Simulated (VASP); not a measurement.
# GeHClF₂: harmonic vibrations of a molecule

GeHClF₂, molecule in box, 5 atoms in the cell. PBE, harmonic vibrations; PAW potentials F, Ge_d, Cl, H (PBE set).

## Input

INCAR.step1:
```
PREC = Accurate ; ENCUT = 400
EDIFF = 1E-8 ; ISMEAR = 0
SIGMA = 0.01 ; ISYM = 0
LREAL = F ; LASPH = T
NELM = 100 ; ALGO = Normal
LWAVE = F ; LCHARG = F
IBRION = 2 ; NSW = 60
ISIF = 2 ; EDIFFG = -0.002
POTIM = 0.5
```

INCAR.step2, as INCAR.step1 but for:
```
- IBRION = 2
- NSW = 60
- ISIF = 2
- EDIFFG = -0.002
- POTIM = 0.5
+ IBRION = 5
+ NFREE = 2
+ POTIM = 0.015
+ NSW = 1
```

KPOINTS:
```
k-points
0
Gamma
  1 1 1
```

POSCAR.step1:
```
GeHClF2
1.0
   12.0000000000      0.0000000000      0.0000000000
    0.0000000000     12.0000000000      0.0000000000
    0.0000000000      0.0000000000     12.0000000000
F Ge Cl H
2 1 1 1
Direct
    0.6120500000      0.5692875000      0.4765708300
    0.3901166700      0.6150458300      0.4879958300
    0.4853083300      0.5099958300      0.5049708300
    0.4539166700      0.3884541700      0.3819375000
    0.4823500000      0.4659875000      0.6237291700
```

Commands (each step's output is kept before the next begins):
```
cat potpaw_PBE.64/F/POTCAR potpaw_PBE.64/Ge_d/POTCAR potpaw_PBE.64/Cl/POTCAR potpaw_PBE.64/H/POTCAR > POTCAR
cp INCAR.step1 INCAR
cp POSCAR.step1 POSCAR
mpirun -np 4 vasp_gam > vasp.out
cp CONTCAR POSCAR
cp INCAR.step2 INCAR
mpirun -np 4 vasp_gam > vasp.out
```

## Result

- Vibrations (cm⁻¹; a negative value is imaginary): 2153, 692, 688, 660, 660, 428, 239, 202, 166
- Zero-point energy (eV): 0.365
- Translations and rotations, which should read zero (cm⁻¹): -24, -15, -14, -1, 3, 5
- Vibrational entropy at 298 K (meV/K): 0.374
- Displaced cells: 30
- Ionic steps, all stages: 54
- Electronic steps, all stages: 914

VASP 6.6.1 took 1218 s on 4 cores (Intel Xeon Platinum 8259CL @ 2.50GHz (Skylake/Cascade Lake)), a shared host.
